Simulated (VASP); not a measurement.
Output of a VASP run:

### OSZICAR
```
       N       E                     dE             d eps       ncg     rms          rms(c)
DAV:   1     0.110300330870E+03    0.11030E+03   -0.98837E+03  6760   0.138E+03
DAV:   2    -0.220063346094E+02   -0.13231E+03   -0.12770E+03  7927   0.335E+02
DAV:   3    -0.274807482430E+02   -0.54744E+01   -0.54048E+01 10957   0.599E+01
DAV:   4    -0.275982796035E+02   -0.11753E+00   -0.11741E+00  8574   0.814E+00
DAV:   5    -0.276019756788E+02   -0.36961E-02   -0.36960E-02 10556   0.103E+00    0.214E+01
DAV:   6    -0.249400782111E+02    0.26619E+01   -0.79341E+00  8271   0.199E+01    0.862E+00
DAV:   7    -0.249106485308E+02    0.29430E-01   -0.90278E-01 10390   0.619E+00    0.308E+00
DAV:   8    -0.249116664893E+02   -0.10180E-02   -0.96873E-02  8123   0.288E+00    0.796E-01
DAV:   9    -0.249088941749E+02    0.27723E-02   -0.16773E-02  8526   0.107E+00    0.142E-01
DAV:  10    -0.249088568932E+02    0.37282E-04   -0.89781E-04  8858   0.281E-01    0.432E-02
DAV:  11    -0.249088705287E+02   -0.13635E-04   -0.32660E-05  9019   0.682E-02    0.138E-02
DAV:  12    -0.249088704182E+02    0.11049E-06   -0.20258E-06  6412   0.154E-02
   1 F= -.24908870E+02 E0= -.24908927E+02  d E =0.226497E-03
```

### OUTCAR
```
------------------------ aborting loop because EDIFF is reached ----------------------------------------
  FORCE on cell =-STRESS in cart. coord.  units (eV):
  Direction    XX          YY          ZZ          XY          YZ          ZX
  --------------------------------------------------------------------------------------
  Total        0.4782964     -0.6381138      0.0855157      0.1478005      0.0000000      0.0000000
  in kB       24.7341279    -32.9987600      4.4222727      7.6432007      0.0000000      0.0000000
  external PRESSURE =      -1.2807865 kB  Pullay stress =       0.0000000 kB
  volume of cell :       30.98
      direct lattice vectors                 reciprocal lattice vectors
     1.581750000 -2.767212000  0.000000000     0.316105579 -0.180687277  0.000000000
     1.581750000  2.767212000  0.000000000     0.316105579  0.180687277  0.000000000
     0.000000000  0.000000000  3.539165000     0.000000000  0.000000000  0.282552523
 POSITION                                       TOTAL-FORCE (eV/Angst)
 -----------------------------------------------------------------------------------
      0.00000      0.00000      0.00000         0.598050      0.032019      0.000000
      1.58175      0.92241      1.76958         0.781298     -0.112312      0.000000
      1.67334     -0.92241      1.76958        -1.379348      0.080293      0.000000
 -----------------------------------------------------------------------------------
    total drift:                                0.000093      0.000005      0.000000
  FREE ENERGIE OF THE ION-ELECTRON SYSTEM (eV)
  ---------------------------------------------------
  free  energy   TOTEN  =       -24.9088704182 eV

  energy  without entropy=      -24.9090969153  energy(sigma->0) =      -24.90892704
```
(Selected blocks of OUTCAR.)

**POSCAR**
```
ZrB2
1
    1.5817500000    -2.7672120000     0.0000000000
    1.5817500000     2.7672120000     0.0000000000
    0.0000000000     0.0000000000     3.5391650000
Zr B
1 2
Direct
  0.0000000000   0.0000000000   0.0000000000
  0.3333330000   0.6666670000   0.5000000000
  0.6956190000   0.3622850000   0.5000000000
```

Write an INCAR and KPOINTS that could have produced this output.

Several could match; the one computed here: the input of the run itself, PBE GGA, plane waves, VASP's PBE PAW potentials (set 64).

### KPOINTS
```
Automatic mesh
0
Gamma
10 10 8
0 0 0
```

INCAR:
```
SYSTEM = ZrB2
PREC = Accurate; ENCUT = 520; LREAL = F
LASPH = T
EDIFF = 1E-6; NELM = 100; ALGO = Normal
LMAXMIX = 4
ISMEAR = 2; SIGMA = 0.2
GGA = PE
ISIF = 2
LWAVE = F; LCHARG = F
```

POTCAR, in this order: Zr_sv B (PBE.64 set). Program: vasp_std.

The compound is ZrB2 in the AlB2 type structure. The cell was not relaxed at this level, atoms are displaced from their ideal sites. The run is one of a series of settings (ISMEAR = 2, SIGMA = 0.2 against the base run), some of them coarse on purpose.
